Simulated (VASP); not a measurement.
Computed with PBEsol GGA, VASP's PBE PAW potentials (set 64) (plane waves; VASP 6.6.1).

The input files of a VASP run:

KPOINTS:
```
Regular mesh
0
G
 12 12 12
0 0 0
```

POSCAR:
```
Si2W
1.0
 -1.6029142791   1.6029142791   3.9063597334
  1.6029142791  -1.6029142791   3.9063597334
  1.6029142791   1.6029142791  -3.9063597334
Si W
2 1
Cartesian
 -0.0000000000   0.0000000000   2.6149085459
  0.0000000000  -0.0000000000   5.1978109209
  0.0000000000   0.0000000000   0.0000000000
```

INCAR:
```
# general
SYSTEM  = Si2W
PREC    = Accurate
ENCUT   = 400
LREAL   = .False.
LASPH   = .True.

# electronic loop
EDIFF   = 1E-6
NELM    = 100
ALGO    = Normal
LMAXMIX = 6

# smearing
ISMEAR  = 1
SIGMA   = 0.1

# functional
GGA     = PS

# ions
IBRION  = 2
NSW     = 60
ISIF    = 3
EDIFFG  = -0.02

# output
LWAVE   = .False.
LCHARG  = .False.
```

POTCAR, in this order: Si W_sv (PBE.64 set). Program: vasp_std.

Question: What will the output report for the number of irreducible k-points (NKPTS), number of bands (NBANDS), largest plane-wave count, number of space-group operations, FFT grid (NGX, NGY, NGZ)?

Answer: 
```json
{
  "number of irreducible k-points (NKPTS)": "163",
  "number of bands (NBANDS)": "15",
  "largest_plane_wave_count": "761",
  "number_of_space_group_operations": "16",
  "FFT grid (NGX, NGY, NGZ)": "30 × 30 × 30"
}
```

The structure comes from a measured Si2W entry (I4/mmm) of the Crystallography Open Database, whose conditions weren't checked. This run relaxes it. Symmetry was kept, so distortions that lower it aren't found. The start is the result of an earlier pass.
